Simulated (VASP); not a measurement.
Level of theory: LDA (Ceperley-Alder, Perdew-Zunger), VASP's LDA PAW potentials (set 64) (plane waves; VASP).

A VASP calculation is set up with these files.

**KPOINTS**
```
Automatic mesh
0
gamma
  15 15 8
```

### POSCAR
```
Ti2O
1
    2.9540800000     0.0000000000     0.0000000000
   -1.4770400000     2.5583080000     0.0000000000
    0.0000000000     0.0000000000     4.8223400000
Ti O
2 1
Direct
  0.3333330000   0.6666670000   0.7300500000
  0.6666670000   0.3333330000   0.2699500000
  0.0000000000   0.0000000000   0.0000000000
```

### INCAR
```
SYSTEM = Ti2O
PREC = Accurate
ENCUT = 400
EDIFF = 1E-6
NELM = 100
ALGO = Normal
LREAL = .FALSE.
LASPH = .TRUE.
ISMEAR = -1
SIGMA = 0.05
LMAXMIX = 4
LWAVE = .FALSE.
LCHARG = .FALSE.
ISIF = 2
```

POTCAR, in this order: Ti_sv O (LDA.64 set). Program: vasp_std.

Q: What will the output report for the number of irreducible k-points (NKPTS), largest plane-wave count, number of space-group operations, FFT grid (NGX, NGY, NGZ)?

A: 
```yaml
number of irreducible k-points (NKPTS): 192
largest_plane_wave_count: 675
number_of_space_group_operations: 12
FFT grid (NGX, NGY, NGZ): 20 × 20 × 32
```

The structure comes from a computed database's Ti2O entry (P-3m1); how it stands against other phases isn't given here. The cell was not relaxed at this level. The run is one of a series of settings (GGA removed, POTCAR Ti_sv O (LDA.64 set) against the base run), some of them coarse on purpose.
